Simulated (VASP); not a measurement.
VASP ran on this input.

File KPOINTS:
```
Automatic mesh
0
G
7 7 4
0 0 0
```

**POSCAR**
```
PtS2
1.0
  1.7826102460  -3.0875715882   0.0000000000
  1.7826102460   3.0875715882   0.0000000000
  0.0000000000   0.0000000000   4.8186443933
Pt S
1 2
direct
  0.0000000000   0.0000000000   0.0000000000
  0.3333330000   0.6666670000   0.2483778028
  0.6666670000   0.3333330000   0.7516221972
```

**INCAR**
```
ALGO = Normal
EDIFF = 1E-6
EDIFFG = -0.02
ENCUT = 520
IBRION = 2
ISIF = 3
ISMEAR = 0
LASPH = T
LCHARG = F
LMAXMIX = 6
LMIXTAU = T
LREAL = F
LWAVE = F
METAGGA = R2SCAN
NELM = 100
NSW = 60
PREC = Accurate
SIGMA = 0.05
SYSTEM = PtS2
```

POTCAR, in this order: Pt S (PBE.64 set). Program: vasp_std.

Translate this r2SCAN calculation to Ansatz.

One equivalent input (not run):
Ansatz 0.2 input:
```yaml
crystal:
  lattice:
    - [1.7826102, -3.0875716, 0.0000000]
    - [1.7826102, 3.0875716, 0.0000000]
    - [0.0000000, 0.0000000, 4.8186444]
  atoms:
    - { symbol: Pt, position: [0.0000000, 0.0000000, 0.0000000] }
    - { symbol: S, position: [0.3333330, 0.6666670, 0.2483778] }
    - { symbol: S, position: [0.6666670, 0.3333330, 0.7516222] }
kpoints:
  mp_grid: { grid: [7, 7, 4] }
hamiltonian:
  xc: r2scan
  pseudopotentials: { kind: paw }
scf:
  occupations: { method: gaussian, width: 0.05 }
  max_iter: 100
relax:
  max_steps: 60
  f_tol: 0.02
  cell: {}
output: { forces: true, stress: true, eigenvalues: true }
```
Limits of the translation: each code has its own PAW files, so the cut-off isn't converted (ENCUT is set for VASP's; basis.ecutwfc is left out, and Ansatz then takes the one that its files recommend); Ansatz stops its SCF on the density residual and VASP on the energy change (EDIFF).

The compound is PtS2 in the 1T layered structure. This run relaxes it. Symmetry was kept, so distortions that lower it aren't found. The start is the result of an earlier pass.
